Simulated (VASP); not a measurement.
Given:

```
CELL_PARAMETERS angstrom
      5.59440     0.00000     0.00000
      0.00000     7.91167     0.00000
      0.00000     0.00000    20.00640
ATOMIC_POSITIONS crystal
  Be 0.00000 0.62500 0.44996
  Be 0.50000 0.37500 0.34989
  Be 0.50000 0.87500 0.34989
  Be 0.00000 0.12500 0.44996
  Be 0.00000 0.12500 0.65011
  Be 0.50000 0.87500 0.55003
  Be 0.50000 0.37500 0.55003
  Be 0.00000 0.62500 0.65011
  Te 0.75000 0.62500 0.34989
  Te 0.25000 0.87500 0.44996
  Te 0.25000 0.37500 0.44996
  Te 0.75000 0.12500 0.34989
  Te 0.75000 0.12500 0.55003
  Te 0.25000 0.37500 0.65011
  Te 0.25000 0.87500 0.65011
  Te 0.75000 0.62500 0.55003
```

The numbers are results of LDA (Ceperley-Alder, Perdew-Zunger), VASP's LDA PAW potentials (set 64) (plane waves; VASP), not measurements. Run with LREAL = Auto, 300 eV cut-off, 3×3×1 Γ-centred mesh, first-order Methfessel-Paxton smearing of 0.10 eV, potentials Be Te.

The cell holds a wide vacuum, so values per volume refer to the whole cell.

**Question.** Predict the energy per atom (σ→0).

**Answer.** 
```yaml
energy per atom (σ→0): -4.026 eV/atom
```

Total energies compare only between runs with the same potentials, cut-off and functional.

The cell is a sheet with vacuum, built from a database entry that may be metastable or hypothetical.
